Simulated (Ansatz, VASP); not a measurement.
# Cross-check of LaGaS3 between VASP and Ansatz, part 2 of 3

One calculation is typed for both programs; each brings its own data sets. How far apart do they land? The cell is generated by rule, not measured, and may not be a known phase. The cell is taken from a series of runs on this material, whose earlier steps may have relaxed, scaled, displaced or heated it; both programs get it as it stands.

VASP 6.6.1 and Ansatz 0.2.0.

So far: The structure; VASP: relaxation of cell and atoms, PBEsol, pair 1.

## (3) Ansatz: relaxation of cell and atoms, PBEsol, pair 1

Level of this step: Ansatz beside VASP: Kohn-Sham DFT, plane waves, PBEsol (Ansatz).

Ansatz runs on its PAW soft_1 files.

The same cell, functional, mesh and smearing now go to Ansatz, which takes its cutoff from its data sets.

Input file input.yaml:

```yaml
crystal:
  lattice:
    - [4.6782068308, 0.0, 0.0]
    - [0.0, 4.6782068308, 0.0]
    - [0.0, 0.0, 4.6782068308]
  atoms:
    - { symbol: La, position: [0.0, 0.0, 0.0] }
    - { symbol: Ga, position: [0.5, 0.5, 0.5] }
    - { symbol: S, position: [0.5, 0.5, 0.0] }
    - { symbol: S, position: [0.5, 0.0, 0.5] }
    - { symbol: S, position: [0.0, 0.5, 0.5] }
kpoints:
  mp_grid: { grid: [8, 8, 8] }
hamiltonian:
  xc: pbesol
  pseudopotentials: { kind: paw, azcp: { folder: soft_1 }, xc_functional: pbe }
scf:
  occupations: { method: gaussian, width: 0.1 }
output:
  forces: true
  stress: true
  eigenvalues: true
relax:
  adjacent_minimum: "off"
  f_tol: 0.005
  max_steps: 80
  cell: { stress_tol: 0.05 }
```

Command:

```bash
$ ansatz run input.yaml --threads 8 --pin off --max-ram 16384MiB --backend cpu --events-out ev --progress --plain --runs-dir out
```

Numbers of over 12 decimals in the logs are rounded to 6 here.

Output:

```text
Engine: ansatz 0.2.0, aarch64-unknown-linux-gnu
Pseudopotentials: kind: paw
Pseudopotential: La, paw, valence charge 11, recommended cutoff 420 eV (normal), soft_1/La.paw.azcp
Pseudopotential: Ga, paw, valence charge 13, recommended cutoff 420 eV (normal), soft_1/Ga.paw.azcp
Pseudopotential: S, paw, valence charge 6, recommended cutoff 420 eV (normal), soft_1/S.paw.azcp
Functional definition: PBEsol
  exchange = pbesol_x
  correlation = pbesol_c
Crystal: 5 atoms, lattice volume = 102.385 Å³
Basis set: ecut = 420 eV, 2007 PW (Γ), exchange–correlation on 64×64×64 points (8 copies of the dense FFT grid, shifted against one another)
Bands: 26, of which v1, the nominal top of the filled ones, is band 21 counted from 1 (20 counted from 0)
Symmetry: 48 space group operations
Space group: Pm-3m (ITA 221), of the structure as read, at distance tolerance 4.7e-5 Å
k-points: 35 of 512
Non-local potential: La, projectors of the file, l = 0: 3, l = 1: 2, l = 2: 2, l = 3: 3
Non-local potential: Ga, projectors of the file, l = 0: 2, l = 1: 2, l = 2: 3, l = 3: 1
Non-local potential: S, projectors of the file, l = 0: 2, l = 1: 2, l = 2: 1
PAW form: soft (Blöchl's): semilocal exchange-correlation on the pseudo side does not see the compensation charge
PAW frozen core: La, regenerated for the run's functional, and the local potential with it (the file was generated under x = pbe(κ = 0.804, μ = 0.219515), c = pbe(β = 0.066725))
PAW frozen core: Ga, regenerated for the run's functional, and the local potential with it (the file was generated under x = pbe(κ = 0.804, μ = 0.219515), c = pbe(β = 0.066725))
PAW frozen core: S, regenerated for the run's functional, and the local potential with it (the file was generated under x = pbe(κ = 0.804, μ = 0.219515), c = pbe(β = 0.066725))
PAW one-centre angular grid: La, 590 points (default); XC on 64 Gauss nodes
PAW one-centre angular grid: Ga, 590 points (default); XC on 64 Gauss nodes
PAW one-centre angular grid: S, 110 points (default); XC on 64 Gauss nodes
Initial density: superposition of atomic densities (chi_scale 0.1, normalization cell, long waves kept (reshape's long-wave potential 0.00 eV rms))
Initial wavefunctions: pseudopotential atomic-orbital guess
Functional: x = pbesol(κ = 0.804, μ = 0.123457), c = pbesol(β = 0.046)
SCF iter   1: F=—  HF=-12565.461442 eV  |F-HF|=—  |Δ(HF+E_count)|=         —  Δρ=3.91e-2  dr2=2.40e0  ethr=3.10e-3  ⟨swp⟩=6.1  Hψ=3943  notcnv=0
preconditioner: auto → Kerker (q_TF=auto, 2.352 Å⁻¹)  [metal: Δε(μ)=0.036 eV  Ē_g=9.559 eV  σ=0.100 eV  W_gap=0.20  n_scr=26 (ndim 8)  ℏωp=23.2 eV  f_vac=0.000  D(μ)=1.40/eV (n_scr^D=6)]
SCF iter   2: F=—  HF=-12565.175909 eV  |F-HF|=—  |Δ(HF+E_count)|=   2.86e-1  Δρ=1.98e-2  dr2=4.83e-1  ethr=3.10e-3  ⟨swp⟩=2.9  Hψ=1463  notcnv=0  defer=5
SCF iter   3: F=—  HF=-12565.101260 eV  |F-HF|=—  |Δ(HF+E_count)|=   7.46e-2  Δρ=6.20e-3  dr2=9.85e-2  ethr=1.15e-3  ⟨swp⟩=3.5  Hψ=1740  notcnv=0  defer=5
SCF iter   4: F=—  HF=-12565.080801 eV  |F-HF|=—  |Δ(HF+E_count)|=   2.05e-2  Δρ=2.78e-3  dr2=1.72e-2  ethr=2.35e-4  ⟨swp⟩=2.3  Hψ=1724  notcnv=0  defer=8
SCF iter   5: F=—  HF=-12565.077362 eV  |F-HF|=—  |Δ(HF+E_count)|=   3.44e-3  Δρ=1.88e-3  dr2=6.10e-3  ethr=4.10e-5  ⟨swp⟩=2.1  Hψ=1795  notcnv=0  defer=9
SCF iter   6: F=—  HF=-12565.075711 eV  |F-HF|=—  |Δ(HF+E_count)|=   1.65e-3  Δρ=4.16e-4  dr2=2.09e-4  ethr=1.45e-5  ⟨swp⟩=2.2  Hψ=1823  notcnv=0  defer=9
SCF iter   7: F=—  HF=-12565.075676 eV  |F-HF|=—  |Δ(HF+E_count)|=   3.51e-5  Δρ=1.31e-4  dr2=1.72e-5  ethr=4.97e-7  ⟨swp⟩=2.0  Hψ=1661  notcnv=0  defer=8
SCF iter   8: F=—  HF=-12565.075762 eV  |F-HF|=—  |Δ(HF+E_count)|=   8.58e-5  Δρ=1.10e-5  dr2=1.56e-7  ethr=4.11e-8  ⟨swp⟩=2.0  Hψ=1634  notcnv=0  defer=8
SCF iter   9: F=-12565.075762 eV  HF=-12565.075762 eV  |F-HF|=5.66e-10  |Δ(HF+E_count)|=   2.03e-8  Δρ=2.60e-6  dr2=8.00e-9  ethr=2.38e-10  ⟨swp⟩=9.7  Hψ=4944  notcnv=0
SCF 1 converged in 9 iterations: F = -12565.075762 eV  dr2 = 8.00e-9
  greatest PAW one-centre occupation: 0.995 electrons in one spin orbital (limit 2), on the Ga atom at site 1 (counted from 0), in its partial waves of l = 2
relax step   1: F+E_penalty+E_count = -12565.07576172 eV  Δ(F+E_penalty+E_count) = +0.000e0 eV  max|allowed force component| = 8.625e-30 eV/Å  Δτ_max = 0.0000 Å  P = +0.020 GPa  Ω = 102.385 Å³  (9 SCF iters, dr2 threshold 1.00e-7 eV, accepted)
Initial density: handed on by an earlier stage of this run
Initial wavefunctions: pseudopotential atomic-orbital guess (no wavefunctions were taken with the density)
iter 1 solved again at ethr=1.25e-7 eV; its pass at ethr=3.10e-3 eV (dr2=5.23e-5 eV) is discarded
SCF iter   1: F=—  HF=-12565.075671 eV  |F-HF|=—  |Δ(HF+E_count)|=         —  Δρ=2.58e-6  dr2=9.02e-9  ethr=1.25e-7  ⟨swp⟩=4.6  Hψ=7438  notcnv=0
eigensolver tolerance schedule: the retry pair's looser diagonalisation over-reported the residual by 5801.70 of it (diagonalisation noise at 0.30 of the residual, at the tolerance the schedule requests for it); recorded, not acted on — ethr = c·dr2/N_el stays at c = 1.0e-1
preconditioner: auto → Kerker (q_TF=auto, 2.352 Å⁻¹)  [metal: Δε(μ)=0.072 eV  Ē_g=10.984 eV  σ=0.100 eV  W_gap=0.39  n_scr=26 (ndim 8)  ℏωp=23.2 eV  f_vac=0.000  D(μ)=0.77/eV (n_scr^D=0)]
SCF iter   2: F=—  HF=-12565.075762 eV  |F-HF|=—  |Δ(HF+E_count)|=   9.06e-5  Δρ=2.09e-6  dr2=4.99e-9  ethr=2.15e-11  ⟨swp⟩=3.9  Hψ=2384  notcnv=0
SCF iter   3: F=—  HF=-12565.075762 eV  |F-HF|=—  |Δ(HF+E_count)|=   1.24e-9  Δρ=9.01e-7  dr2=1.09e-9  ethr=1.19e-11  ⟨swp⟩=2.2  Hψ=1458  notcnv=0
SCF iter   4: F=—  HF=-12565.075762 eV  |F-HF|=—  |Δ(HF+E_count)|=  1.66e-10  Δρ=5.50e-7  dr2=2.69e-10  ethr=2.60e-12  ⟨swp⟩=2.3  Hψ=1596  notcnv=0
SCF iter   5: F=—  HF=-12565.075762 eV  |F-HF|=—  |Δ(HF+E_count)|=  2.73e-11  Δρ=3.35e-7  dr2=1.01e-10  ethr=1.00e-12  ⟨swp⟩=1.2  Hψ=926  notcnv=0
SCF iter   6: F=-12565.075762 eV  HF=-12565.075762 eV  |F-HF|=1.82e-12  |Δ(HF+E_count)|=  1.82e-11  Δρ=6.36e-8  dr2=1.29e-12  ethr=1.00e-12  ⟨swp⟩=5.8  Hψ=3762  notcnv=0
SCF 2 converged in 6 iterations: F = -12565.075762 eV  dr2 = 1.29e-12
relax step   2: F+E_penalty+E_count = -12565.07576172 eV  Δ(F+E_penalty+E_count) = -1.419e-9 eV  max|allowed force component| = 4.076e-30 eV/Å  Δτ_max = 0.0000 Å  P = +0.020 GPa  Ω = 102.385 Å³  stress off target by 2.04e-2 GPa  SCF on the basis re-selected at this cell (its energy is not comparable with the rows above)  (6 SCF iters)
basis re-selected at this cell: Δ(F+E_penalty+E_count) = -1.419e-9 eV, ΔP = +0.000 GPa vs the last step (what re-selecting the basis moved, of the pressure what is left beyond the Pulay correction that the steps carried, after the strain that the cell walked since its last selection, with what the two solves' SCF thresholds leave and, on support functions, any second-order correction that the steps lacked; it is no m [...]
SCF converged after 6 iterations
Free energy (F): -12565.075762 eV
Harris-Foulkes:  -12565.075762 eV  (|F-HF|=1.82e-12)
Internal energy: -12565.071917 eV  (E = F + TS)
E sigma→0 (E₀):  -12565.073839 eV
Entropy (-TS):   -0.003845 eV (-0.769 meV/atom)
Fermi energy:    9.258701 eV
--- Per-component energies (eV) ---
  E_band       = -45.671705
  E_kinetic    = 614.314838
  E_local      = -2292.910865  (includes V_loc(G=0)·N_el)
  E_nonlocal   = 104.978708
  E_hartree    = 1247.833734
  E_xc         = -469.365794
  E_vxc        = -449.503785  (∫ρ·V_xc dr)
  E_paw        = -9062.480423  (= ΣΔE_a)
  E_vpaw       = -518.217892  (= ΣTr[D̂ρ^β])
  E_aug_tail   = -0.000218  (compensation charges beyond the density's cutoff)
  E_ewald      = -2708.659762
  E_core_change = 1.217863  (= ΣΔE_core)
  E_smearing   = -0.003845  (= −TS)
  E_closure    = 0.000000  (closes the sum)
  Σ components = -12565.075762   (vs F -12565.075762, Δ=0.00e0)
--- Forces (eV/Å), atoms counted from 1 ---
  atom   1  La    -0.00000000     0.00000000     0.00000000
  atom   2  Ga     0.00000000     0.00000000     0.00000000
  atom   3  S      0.00000000     0.00000000    -0.00000000
  atom   4  S     -0.00000000     0.00000000    -0.00000000
  atom   5  S      0.00000000     0.00000000    -0.00000000
  max |Σ_I F_I| component: 1.25e-29 eV/Å
--- Stress (GPa, compression-positive) ---
        0.020375       0.000000       0.000000
        0.000000       0.020375       0.000000
       -0.000000       0.000000       0.020375
  P = ⅓ Tr σ = 0.0204 GPa (0.204 kbar)
--- Band table (eV; the first three rows and the last of 35) ---
  k-point 0: bands = [... 17 lower, 7.8448, 7.8448, 8.8102, 8.8102, 8.8102, 10.6347, 10.6347, 11.1248, ... 1 higher]
  k-point 1: bands = [... 17 lower, 7.7111, 7.7111, 8.6929, 8.6929, 8.7998, 10.7551, 10.8790, 11.1025, ... 1 higher]
  k-point 2: bands = [... 17 lower, 7.4607, 7.4607, 8.4122, 8.4122, 9.5495, 10.9593, 11.0715, 11.0831, ... 1 higher]
  k-point 34: bands = [... 17 lower, 8.9250, 9.4032, 9.4032, 9.4032, 11.0896, 11.0896, 11.0896, 11.1437, ... 1 higher]
--- Relaxed structure (1 steps of the walk, 1 accepted, 1 SCFs on fresh bases) ---
  F+E_penalty+E_count = -12565.07576172 eV   max|allowed force component| = 4.076e-30 eV/Å   (the final SCF, on the basis selected at the relaxed cell)
  cell:  # Å, volume = 102.3855 Å³
    - [4.6782068308, 0.0, 0.0]
    - [0.0, 4.6782068308, 0.0]
    - [0.0, 0.0, 4.6782068308]
  atoms:
    - { symbol: La, position: [0.0, 0.0, 0.0] }
    - { symbol: Ga, position: [0.5, 0.5, 0.5] }
    - { symbol: S, position: [0.5, 0.5, 0.0] }
    - { symbol: S, position: [0.5, 0.0, 0.5] }
    - { symbol: S, position: [0.0, 0.5, 0.5] }
```

In the SCF lines HF is the Harris–Foulkes energy and dr2 the Hartree energy of the density residual, in eV; the loop may stop once dr2 is under the threshold and the program's other checks hold. Hψ counts applications of the Hamiltonian.

## (4) Comparison

Known differences besides the potentials themselves: the cutoff is 420 eV in Ansatz and 500 eV in VASP; Ansatz makes its cores anew for this functional, VASP keeps those of its PBE data sets; Ansatz adds a Pulay correction to the stress that steers its cell, VASP none. Total energies have different zeros and are not compared.

The two programs side by side:

```
                                         quantity  Ansatz    VASP  difference
                                      volume (Å³)  102.39  102.31     +0.07 %
edge a after relaxation, in the typed setting (Å)   4.678   4.677     +0.02 %
```

## (5) Ansatz: relaxation of cell and atoms, PBEsol, pair 2

The relaxed volume is the usual yardstick between codes: in a stiff, nearly cubic crystal its relative difference is about their pressure difference at one cell divided by the bulk modulus. This pair takes another cell of the material, with 10 atoms against 5 for the pair before.

The cell is taken from a series of runs on this material, whose earlier steps may have relaxed, scaled, displaced or heated it; both programs get it as it stands.

Input file input.yaml:

```yaml
crystal:
  lattice:
    - [5.5269446139, -3.459738021, 0.0]
    - [5.5269446139, 3.459738021, 0.0]
    - [-3.2314919071, 0.0, 5.4203685417]
  atoms:
    - { symbol: La, position: [0.234356279, 0.765643721, 0.0] }
    - { symbol: La, position: [0.7498534366, 0.2501465634, 0.5] }
    - { symbol: Ga, position: [0.9950648075, 0.5043831867, 0.2497885428] }
    - { symbol: Ga, position: [0.4956168133, 0.0049351925, 0.7502114572] }
    - { symbol: S, position: [0.8281537933, 0.1718462067, 0.0] }
    - { symbol: S, position: [0.160579013, 0.839420987, 0.5] }
    - { symbol: S, position: [0.7952728014, 0.6568402809, 0.9147695452] }
    - { symbol: S, position: [0.270265382, 0.3434723833, 0.5899034029] }
    - { symbol: S, position: [0.3431597191, 0.2047271986, 0.0852304548] }
    - { symbol: S, position: [0.6565276167, 0.729734618, 0.4100965971] }
kpoints:
  mp_grid: { grid: [4, 4, 4] }
hamiltonian:
  xc: pbesol
  pseudopotentials: { kind: paw, azcp: { folder: soft_1 }, xc_functional: pbe }
scf:
  occupations: { method: fixed }
output:
  forces: true
  stress: true
  eigenvalues: true
relax:
  adjacent_minimum: "off"
  f_tol: 0.001
  max_steps: 60
  cell: { stress_tol: 0.01 }
```

Output:

```text
[...]
Crystal: 10 atoms, lattice volume = 207.294 Å³
Basis set: ecut = 420 eV, 4063 PW (Γ), exchange–correlation on 90×90×90 points (8 copies of the dense FFT grid, shifted against one another)
Bands: 52, of which v1, the nominal top of the filled ones, is band 42 counted from 1 (41 counted from 0)
Symmetry: 2 space group operations
[...]
k-points: 24 of 64 (time reversal used)
[...]
- { symbol: Ga, position: [0.994948, 0.504449, 0.249770] }
    - { symbol: Ga, position: [0.495551, 0.0050524, 0.750230] }
    - { symbol: S, position: [0.828022, 0.171978, 0] }
    - { symbol: S, position: [0.160449, 0.839551, 0.500000] }
    - { symbol: S, position: [0.795524, 0.656926, 0.914791] }
    - { symbol: S, position: [0.270968, 0.343557, 0.589986] }
    - { symbol: S, position: [0.343074, 0.204476, 0.085209] }
    - { symbol: S, position: [0.656443, 0.729032, 0.410014] }
[key lines of the parts left out:]
SCF converged after 6 iterations
Free energy (F): -25131.933816 eV
Fermi energy:    8.935500 eV
P = ⅓ Tr σ = -0.0005 GPa (-0.005 kbar)
```

## (6) VASP: relaxation of cell and atoms, PBEsol, pair 2

The same cell, functional and mesh now go to VASP, with its own data sets.

Input file INCAR:

```
SYSTEM = LaGaS3
PREC = Accurate
ENCUT = 500
EDIFF = 1E-07
NELM = 200
ISMEAR = 0
SIGMA = 0.01
LREAL = .FALSE.
ALGO = Normal
GGA = PS
NBANDS = 52
LASPH = .TRUE.
LORBIT = 11
LWAVE = .FALSE.
LCHARG = .FALSE.
ISIF = 3
IBRION = 2
NSW = 80
EDIFFG = -0.005
GGA_COMPAT = .FALSE.
NELMIN = 4
EFERMI = MIDGAP
LMAXMIX = 6
KPAR = 2
```

Input file POSCAR:

```
LaGaS3
1.0
    5.5269450000     -3.4597380000      0.0000000000
    5.5269450000      3.4597380000      0.0000000000
   -3.2314920000      0.0000000000      5.4203690000
La Ga S
2 2 6
Direct
    0.2343563299      0.7656436701      0.0000000000
    0.7498534301      0.2501465159      0.4999999078
    0.9950647424      0.5043830780      0.2497885292
    0.4956168315      0.0049351672      0.7502114708
    0.8281537504      0.1718462496      0.0000000000
    0.1605790400      0.8394209061      0.4999999078
    0.7952726780      0.6568402303      0.9147694557
    0.2702654050      0.3434723935      0.5899033811
    0.3431596253      0.2047271776      0.0852303598
    0.6565276065      0.7297345950      0.4100966189
```

Input file KPOINTS:

```
Automatic mesh
0
Gamma
4 4 4
0 0 0
```

The projector-augmented-wave data sets are La, Ga_d and S (PBE family, release 64).

Command:

```bash
$ mpirun -np 2 vasp_std
```

Output:

```text
[banner, memory and clock lines left out]
running    2 mpi-ranks, on    1 nodes
[...]
[... a notice as in an earlier step ...]

 LDA part: xc-table for (Slater+PW92), standard interpolation
 POSCAR, INCAR and KPOINTS ok, starting setup
[...]
entering main loop
       N       E                     dE             d eps       ncg     rms          rms(c)
DAV:   1     0.881409336311E+03    0.88141E+03   -0.32904E+04  2500   0.225E+03
DAV:   2     0.201183576986E+03   -0.68023E+03   -0.63168E+03  2748   0.507E+02
DAV:   3    -0.711774087450E+01   -0.20830E+03   -0.19718E+03  3084   0.226E+02
DAV:   4    -0.535565083777E+02   -0.46439E+02   -0.44659E+02  4296   0.959E+01
[...]
DAV:  15    -0.568330753563E+02   -0.28339E-06   -0.92855E-06  4704   0.156E-02    0.313E-03
DAV:  16    -0.568330749948E+02    0.36149E-06   -0.87647E-07  3216   0.113E-02    0.221E-03
DAV:  17    -0.568330749685E+02    0.26267E-07   -0.32452E-07  2512   0.414E-03
   1 F= -.56833075E+02 E0= -.56833075E+02  d E =-.568331E+02
[... from here on, the cycles between the ionic steps are left out ...]
   2 F= -.56833094E+02 E0= -.56833094E+02  d E =-.191631E-04
   3 F= -.56833100E+02 E0= -.56833100E+02  d E =-.252946E-04
   4 F= -.56833100E+02 E0= -.56833100E+02  d E =-.251876E-04
   5 F= -.56833100E+02 E0= -.56833100E+02  d E =-.253832E-04
   6 F= -.56833112E+02 E0= -.56833112E+02  d E =-.117769E-04
 trial-energy change:   -0.000012  1 .order   -0.000012   -0.000014   -0.000009
 step:   2.5784(harm=  2.5784)  dis= 0.00077  next Energy=   -56.833120 (dE=-0.197E-04)
 reached required accuracy - stopping structural energy minimisation
```

Parts of OUTCAR (step 6):

```text
  Total        0.0104055      0.0169709      0.0038917      0.0000000      0.0000000      0.0097185
  in kB        0.0804664      0.1312374      0.0300946      0.0000000      0.0000000      0.0751542
  external PRESSURE =       0.0805995 kB  Pullay stress =       0.0000000 kB

 POSITION                                       TOTAL-FORCE (eV/Angst)
 -----------------------------------------------------------------------------------
      2.29578      1.83794      5.41929         0.000000      0.000557      0.000000
      3.91101     -1.72866      2.70996         0.000000     -0.000601      0.000000
      7.47935     -1.69687      1.35414        -0.001591      0.002656      0.000524
      0.34268     -1.69687      4.06577         0.001591      0.002656     -0.000524
      5.52625     -2.27066      0.00062         0.000000     -0.002303     -0.000000
      3.91101      2.34851      2.70996         0.000000      0.001556      0.000000
      5.06947     -0.47952      4.95797         0.000847     -0.004241     -0.001014
      1.48632      0.25342      3.19702         0.003856      0.001981     -0.001180
      2.75255     -0.47952      0.46195        -0.000847     -0.004241      0.001014
      6.33571      0.25342      2.22290        -0.003856      0.001981      0.001180
 -----------------------------------------------------------------------------------
    total drift:                                0.000888     -0.000174      0.001373

  FREE ENERGIE OF THE ION-ELECTRON SYSTEM (eV)
  ---------------------------------------------------
  free  energy   TOTEN  =       -56.8331121286 eV

  energy  without entropy=      -56.8331121286  energy(sigma->0) =      -56.83311213

[... 1 part as in an earlier step ...]

[... 3 further parts left out ...]
[key lines of the parts left out:]
E-fermi :   6.7650
```

The run keeps the 2 symmetry operations of its start, so it cannot find a distortion of lower symmetry.

## (7) Differences

What differs besides the data sets and the points named for the pairs above, as far as they apply: fixed occupations in Ansatz, narrow Gaussian smearing in VASP. Total energies have different zeros and are not compared.

Compared:

```
                                         quantity  Ansatz    VASP  difference
                                      volume (Å³)  207.33  207.19     +0.07 %
edge a after relaxation, in the typed setting (Å)   6.521   6.520     +0.03 %
edge c after relaxation, in the typed setting (Å)   6.312   6.309     +0.05 %
```

(Part 2 of 3 ends here.)

[Lines on the potential files, build, host, timing and source positions are cut from VASP's logs without a mark.]

[Logs are printed without paths, hosts, clocks, repeated set-up lines and the standing remarks that a program may print on its own settings, such as how far it seeks lower states.]

[Hosts, paths, dates, database ids (printed as entryN), source tags and the programs' standing remarks are cut or masked in the printed files.]
